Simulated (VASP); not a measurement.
A convergence study with VASP on SnSe (space group no. 62 when undisturbed): one setting is varied, all else stays as given below, so the limit is that of these other settings. One atom is moved off its site, so that forces are finite.

```
SnSe
1.0
   11.62947     0.00000     0.00000
    0.00000     4.11387     0.00000
    0.00000     0.00000     4.68681
Sn Se
4 4
Direct
  0.61879   0.75000   0.38722
  0.38121   0.25000   0.62345
  0.88121   0.25000   0.87655
  0.11879   0.75000   0.12345
  0.14855   0.25000   0.50918
  0.85145   0.75000   0.49082
  0.35145   0.75000   0.00918
  0.64855   0.25000   0.99082
```

Calculation: PBE GGA, VASP's PBE PAW potentials (set 64) (plane waves; VASP). The tightest run used: 300 eV cut-off, 5×14×13 Γ-centred mesh, Gaussian smearing of 0.010 eV, potentials Sn_d Se.

Unless said otherwise, spin-orbit coupling is left out, though it shifts the bands of the heavy elements here. Gaps are read on the run's mesh, which can miss a band edge.

### Question
The settings run are 1×2×1 mesh; 1×2×2 mesh; 1×3×2 mesh; 1×3×3 mesh; 2×4×3 mesh; 2×4×4 mesh; 2×5×4 mesh; 2×5×5 mesh; 2×6×5 mesh; 3×6×6 mesh; 3×7×6 mesh; 3×8×7 mesh; 3×9×8 mesh; 4×9×8 mesh; 4×10×9 mesh; 4×12×10 mesh; 5×13×11 mesh; 5×14×13 mesh. From which on does the energy per atom stay within 0.002 eV/atom of the tightest run?

### Answer
From 3×6×6 mesh on: it is off by 0.0001 there and by no more than 0.002 in any finer run, while 2×6×5 mesh is off by 0.0030.
```tsv
setting	E (eV/atom)	pressure (GPa)	largest force (eV/Å)	gap on the mesh (eV)	irreducible k-points	difference judged (eV/atom)
1×2×1 mesh	-3.5415	5.84	0.609	1.028	2	0.5618
1×2×2 mesh	-3.9760	2.01	0.489	1.053	4	0.1272
1×3×2 mesh	-4.0413	1.64	0.177	0.801	4	0.0620
1×3×3 mesh	-4.0422	1.76	0.259	0.699	4	0.0611
2×4×3 mesh	-4.1034	1.18	0.294	0.990	12	0.0001
2×4×4 mesh	-4.1045	1.21	0.267	1.093	18	0.0012
2×5×4 mesh	-4.1027	1.21	0.278	0.962	18	0.0006
2×5×5 mesh	-4.1012	1.23	0.278	0.945	18	0.0021
2×6×5 mesh	-4.1002	1.26	0.281	0.799	24	0.0030
3×6×6 mesh	-4.1034	1.21	0.288	0.722	40	0.0001
3×7×6 mesh	-4.1032	1.21	0.290	0.854	40	0.0001
3×8×7 mesh	-4.1030	1.22	0.292	0.803	55	0.0003
3×9×8 mesh	-4.1029	1.22	0.291	0.781	65	0.0003
4×9×8 mesh	-4.1033	1.21	0.293	0.768	90	0.0000
4×10×9 mesh	-4.1032	1.21	0.292	0.787	114	0.0001
4×12×10 mesh	-4.1032	1.21	0.292	0.715	154	0.0000
5×13×11 mesh	-4.1033	1.21	0.293	0.787	196	0.0000
5×14×13 mesh	-4.1033	1.21	0.293	0.731	264	0.0000
```

Left out are rungs that failed or repeat a setting and relaxations that didn't move; long series are thinned to 24 rows.

The structure comes from a computed database's SnSe entry (space group no. 62); how it stands against other phases isn't given here. The cell was not relaxed at this level, it is distorted from the ideal structure.
